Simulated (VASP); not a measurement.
OSZICAR of a VASP run on NiSi$_{2}$:

File OSZICAR:
```
...
DAV:   7    -0.565987898227E+02    0.18964E+02   -0.58866E+01   784   0.124E+02    0.131E+01
DAV:   8    -0.554093710416E+02    0.11894E+01   -0.29814E+01   968   0.694E+01    0.839E+00
DAV:   9    -0.552245277058E+02    0.18484E+00   -0.64498E+00  1000   0.433E+01    0.594E+00
DAV:  10    -0.549199162929E+02    0.30461E+00   -0.22664E+00  1000   0.355E+01    0.196E+00
DAV:  11    -0.549197498405E+02    0.16645E-03   -0.22502E-01   944   0.685E+00    0.134E+00
DAV:  12    -0.549173627303E+02    0.23871E-02   -0.18231E-02   784   0.115E+00    0.850E-01
DAV:  13    -0.549112704805E+02    0.60922E-02   -0.21099E-02   848   0.187E+00    0.352E-01
DAV:  14    -0.549114808602E+02   -0.21038E-03   -0.14772E-03   872   0.304E-01    0.252E-01
DAV:  15    -0.549113837854E+02    0.97075E-04   -0.91774E-04  1024   0.354E-01    0.100E-01
DAV:  16    -0.549114315021E+02   -0.47717E-04   -0.10878E-03   944   0.282E-01    0.997E-02
DAV:  17    -0.549115951951E+02   -0.16369E-03   -0.15156E-04   768   0.105E-01    0.563E-02
DAV:  18    -0.549118162386E+02   -0.22104E-03   -0.13821E-04   808   0.139E-01    0.388E-02
DAV:  19    -0.549118765264E+02   -0.60288E-04   -0.15091E-05   480   0.339E-02    0.166E-02
DAV:  20    -0.549119855326E+02   -0.10901E-03   -0.25186E-05   536   0.453E-02    0.630E-03
DAV:  21    -0.549120035036E+02   -0.17971E-04   -0.44739E-06   440   0.173E-02    0.391E-03
DAV:  22    -0.549120385132E+02   -0.35010E-04   -0.22367E-06   456   0.121E-02    0.227E-03
DAV:  23    -0.549120545117E+02   -0.15998E-04   -0.13650E-06   448   0.689E-03    0.299E-03
DAV:  24    -0.549120717350E+02   -0.17223E-04   -0.48511E-07   400   0.412E-03    0.139E-03
DAV:  25    -0.549120935256E+02   -0.21791E-04   -0.12557E-06   432   0.424E-03    0.935E-04
DAV:  26    -0.549120999502E+02   -0.64246E-05   -0.47432E-07   408   0.501E-03
   1 F= -.54912100E+02 E0= -.54912336E+02  d E =-.549121E+02
       N       E                     dE             d eps       ncg     rms          rms(c)
DAV:   1    -0.549726235129E+02   -0.60530E-01   -0.15790E+00   688   0.716E+00    0.420E-01
DAV:   2    -0.549810651597E+02   -0.84416E-02   -0.94959E-02   864   0.252E+00    0.341E-01
DAV:   3    -0.549808653640E+02    0.19980E-03   -0.64521E-03   912   0.123E+00    0.270E-01
DAV:   4    -0.549807366629E+02    0.12870E-03   -0.43849E-03   968   0.143E+00    0.204E-01
DAV:   5    -0.549808218288E+02   -0.85166E-04   -0.41747E-03  1000   0.153E+00    0.191E-01
DAV:   6    -0.549804527655E+02    0.36906E-03   -0.16919E-03  1016   0.102E+00    0.347E-02
DAV:   7    -0.549804686830E+02   -0.15918E-04   -0.12789E-04   736   0.105E-01    0.206E-02
DAV:   8    -0.549804674436E+02    0.12395E-05   -0.12447E-05   432   0.649E-02
   2 F= -.54980467E+02 E0= -.54980533E+02  d E =-.683675E-01
       N       E                     dE             d eps       ncg     rms          rms(c)
DAV:   1    -0.549962580735E+02   -0.15789E-01   -0.21896E+00   680   0.841E+00    0.484E-01
DAV:   2    -0.550081769525E+02   -0.11919E-01   -0.13058E-01   896   0.271E+00    0.387E-01
DAV:   3    -0.550079935351E+02    0.18342E-03   -0.45760E-03   960   0.995E-01    0.264E-01
DAV:   4    -0.550091532472E+02   -0.11597E-02   -0.10600E-02   984   0.253E+00    0.388E-01
DAV:   5    -0.550076612868E+02    0.14920E-02   -0.64172E-03  1008   0.232E+00    0.823E-02
DAV:   6    -0.550077087171E+02   -0.47430E-04   -0.11901E-03   936   0.506E-01    0.647E-02
DAV:   7    -0.550076864819E+02    0.22235E-04   -0.16657E-04   864   0.191E-01    0.299E-02
DAV:   8    -0.550076792833E+02    0.71986E-05   -0.19227E-05   472   0.372E-02
   3 F= -.55007679E+02 E0= -.55008314E+02  d E =-.955793E-01
       N       E                     dE             d eps       ncg     rms          rms(c)
DAV:   1    -0.550077816374E+02   -0.95155E-04   -0.15575E-02   664   0.740E-01    0.420E-02
DAV:   2    -0.550078616018E+02   -0.79964E-04   -0.92507E-04   952   0.256E-01    0.413E-02
DAV:   3    -0.550078627303E+02   -0.11285E-05   -0.12911E-04   896   0.259E-01    0.323E-02
DAV:   4    -0.550078609897E+02    0.17406E-05   -0.51632E-05   744   0.203E-01
   4 F= -.55007861E+02 E0= -.55008485E+02  d E =-.957610E-01
       N       E                     dE             d eps       ncg     rms          rms(c)
DAV:   1    -0.550182767392E+02   -0.10414E-01   -0.33565E-01   640   0.292E+00    0.160E-01
DAV:   2    -0.550193398968E+02   -0.10632E-02   -0.18216E-02   976   0.120E+00    0.166E-01
DAV:   3    -0.550193872514E+02   -0.47355E-04   -0.40455E-03   888   0.141E+00    0.147E-01
DAV:   4    -0.550192466618E+02    0.14059E-03   -0.86646E-04   960   0.802E-01    0.814E-02
DAV:   5    -0.550192638479E+02   -0.17186E-04   -0.34131E-04   944   0.330E-01    0.664E-02
DAV:   6    -0.550192352349E+02    0.28613E-04   -0.39814E-04   896   0.325E-01    0.359E-02
DAV:   7    -0.550192271656E+02    0.80694E-05   -0.46536E-05   656   0.124E-01
   5 F= -.55019227E+02 E0= -.55019402E+02  d E =-.113662E-01
       N       E                     dE             d eps       ncg     rms          rms(c)
DAV:   1    -0.550209905559E+02   -0.17553E-02   -0.16974E-01   640   0.209E+00    0.120E-01
DAV:   2    -0.550216357276E+02   -0.64517E-03   -0.86370E-03   944   0.732E-01    0.102E-01
DAV:   3    -0.550216004262E+02    0.35301E-04   -0.78758E-04   920   0.415E-01    0.825E-02
DAV:   4    -0.550215844079E+02    0.16018E-04   -0.34943E-04   968   0.379E-01    0.610E-02
DAV:   5    -0.550216027424E+02   -0.18335E-04   -0.35153E-04   960   0.491E-01    0.639E-02
DAV:   6    -0.550215678292E+02    0.34913E-04   -0.26021E-04   944   0.418E-01    0.208E-02
DAV:   7    -0.550215694838E+02   -0.16546E-05   -0.19711E-05   384   0.844E-02
   6 F= -.55021569E+02 E0= -.55021207E+02  d E =-.137085E-01
       N       E                     dE             d eps       ncg     rms          rms(c)
DAV:   1    -0.550275515705E+02   -0.59837E-02   -0.98688E-01   640   0.527E+00    0.222E-01
DAV:   2    -0.550293562547E+02   -0.18047E-02   -0.21895E-02   968   0.208E+00    0.266E-01
DAV:   3    -0.550288441129E+02    0.51214E-03   -0.63406E-03   928   0.203E+00    0.146E-01
DAV:   4    -0.550286852731E+02    0.15884E-03   -0.14380E-03  1016   0.910E-01    0.863E-02
DAV:   5    -0.550286464540E+02    0.38819E-04   -0.80104E-04   904   0.489E-01    0.646E-02
DAV:   6    -0.550286132163E+02    0.33238E-04   -0.22329E-04   848   0.239E-01    0.157E-02
DAV:   7    -0.550286161447E+02   -0.29283E-05   -0.21307E-05   384   0.355E-02
   7 F= -.55028616E+02 E0= -.55028265E+02  d E =-.704666E-02
       N       E                     dE             d eps       ncg     rms          rms(c)
DAV:   1    -0.550297342389E+02   -0.11210E-02   -0.24589E+00   640   0.833E+00    0.356E-01
DAV:   2    -0.550346934626E+02   -0.49592E-02   -0.59131E-02   968   0.356E+00    0.460E-01
DAV:   3    -0.550330069340E+02    0.16865E-02   -0.17209E-02   936   0.335E+00    0.223E-01
DAV:   4    -0.550326896706E+02    0.31726E-03   -0.36717E-03  1000   0.137E+00    0.146E-01
DAV:   5    -0.550325336450E+02    0.15603E-03   -0.20500E-03   920   0.788E-01    0.979E-02
DAV:   6    -0.550324537087E+02    0.79936E-04   -0.50622E-04   864   0.350E-01    0.264E-02
DAV:   7    -0.550324554682E+02   -0.17594E-05   -0.66237E-05   792   0.604E-02
   8 F= -.55032455E+02 E0= -.55032101E+02  d E =-.108860E-01
       N       E                     dE             d eps       ncg     rms          rms(c)
DAV:   1    -0.550324690261E+02   -0.15317E-04   -0.23138E-02   640   0.805E-01    0.325E-02
DAV:   2    -0.550325042792E+02   -0.35253E-04   -0.45131E-04   976   0.253E-01    0.319E-02
DAV:   3    -0.550324995199E+02    0.47593E-05   -0.11562E-04   864   0.271E-01    0.241E-02
DAV:   4    -0.550324946440E+02    0.48759E-05   -0.29152E-05   552   0.156E-01
   9 F= -.55032495E+02 E0= -.55032128E+02  d E =-.109252E-01
       N       E                     dE             d eps       ncg     rms          rms(c)
DAV:   1    -0.550334791394E+02   -0.97962E-03   -0.55722E-01   640   0.392E+00    0.116E-01
DAV:   2    -0.550338431984E+02   -0.36406E-03   -0.59914E-03   944   0.900E-01    0.144E-01
DAV:   3    -0.550336758520E+02    0.16735E-03   -0.15573E-03   920   0.840E-01    0.737E-02
DAV:   4    -0.550336762270E+02   -0.37499E-06   -0.50834E-04   944   0.553E-01    0.763E-02
DAV:   5    -0.550336250731E+02    0.51154E-04   -0.34924E-04   936   0.429E-01    0.217E-02
DAV:   6    -0.550336265040E+02   -0.14310E-05   -0.36706E-05   552   0.978E-02
  10 F= -.55033627E+02 E0= -.55033413E+02  d E =-.113186E-02
       N       E                     dE             d eps       ncg     rms          rms(c)
DAV:   1    -0.550337217382E+02   -0.96665E-04   -0.14035E-01   640   0.197E+00    0.569E-02
DAV:   2    -0.550337895592E+02   -0.67821E-04   -0.12943E-03   904   0.369E-01    0.596E-02
DAV:   3    -0.550337679521E+02    0.21607E-04   -0.32718E-04   920   0.383E-01    0.400E-02
DAV:   4    -0.550337653867E+02    0.25654E-05   -0.11776E-04   888   0.283E-01    0.327E-02
DAV:   5    -0.550337599328E+02    0.54539E-05   -0.89670E-05   856   0.216E-01
  11 F= -.55033760E+02 E0= -.55033611E+02  d E =-.126529E-02
       N       E                     dE             d eps       ncg     rms          rms(c)
DAV:   1    -0.550337750613E+02   -0.96746E-05   -0.97028E-03   664   0.535E-01    0.366E-02
DAV:   2    -0.550338468335E+02   -0.71772E-04   -0.80972E-04   880   0.269E-01    0.327E-02
DAV:   3    -0.550338463978E+02    0.43568E-06   -0.99100E-05   968   0.225E-01    0.298E-02
DAV:   4    -0.550338407747E+02    0.56231E-05   -0.37153E-05   640   0.175E-01
  12 F= -.55033841E+02 E0= -.55033652E+02  d E =-.808419E-04
```

Q: Which electronic solver shows in the log?

A: It is blocked Davidson (ALGO = Normal, or the opening steps of other solvers). The INCAR had ALGO = Normal.

Q: How was spin treated?

A: Without spin polarisation: there is no mag entry.

Q: Can the final energy be trusted as converged?

A: Self-consistency was reached. It stopped with EDIFF = 1E-5, NELM = 100, NSW = 50 and EDIFFG = -0.03 after 12 ionic steps (PBEsol GGA, plane waves, VASP's PBE PAW potentials (set 64)).

The cell is a thin slab with vacuum, built from NiSi2 (fluorite): (111) face. The run is not spin-polarised, so no magnetic state was tried.
